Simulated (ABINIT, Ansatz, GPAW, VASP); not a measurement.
NbCu: 4 runs at one level of theory

```xyz
2
Lattice="0.0000 2.5622 2.5622 2.5622 0.0000 2.5622 2.5622 2.5622 0.0000" Properties=species:S:1:pos:R:3 pbc="T T T"
Nb    0.0000    0.0000    0.0000
Cu    2.5622    2.5622    2.5622
```

The cell comes from a database or a generator and needn't be the stable form of this composition.

Alike in all runs: task single point; functional PBE; k mesh 9 × 9 × 9; occupations fermi-dirac, width 0.05 eV; no spin polarisation; no spin-orbit coupling. Pressure is positive in compression and, in plane waves, holds the error of the finite cutoff, which Ansatz's Pulay term estimates and takes out.

```tsv
program and potentials	plane-wave cutoff (eV)	notes	pressure (GPa)
ABINIT, JTH PAW PBE v2.0	707	16 valence electrons an atom on average	-0.16
VASP, PBE PAW files Cu, Nb_sv, 520 eV	520	12 valence electrons an atom on average	-0.01
Ansatz, Ansatz PAW (earlier soft set)	420	16 valence electrons an atom on average	?
GPAW, GPAW PAW data sets (gpaw-data 1.2.1)	600	12 valence electrons an atom on average; this data set often lies off other programs	-0.04
```

Question: Estimate from the other rows what the run with Ansatz, Ansatz PAW (earlier soft set) gave.

Answer: Pressure 0.00 GPa. Its pressure holds a Pulay term of +0.05 GPa. The other rows, which needn't bracket it: pressure -0.16 to -0.01.
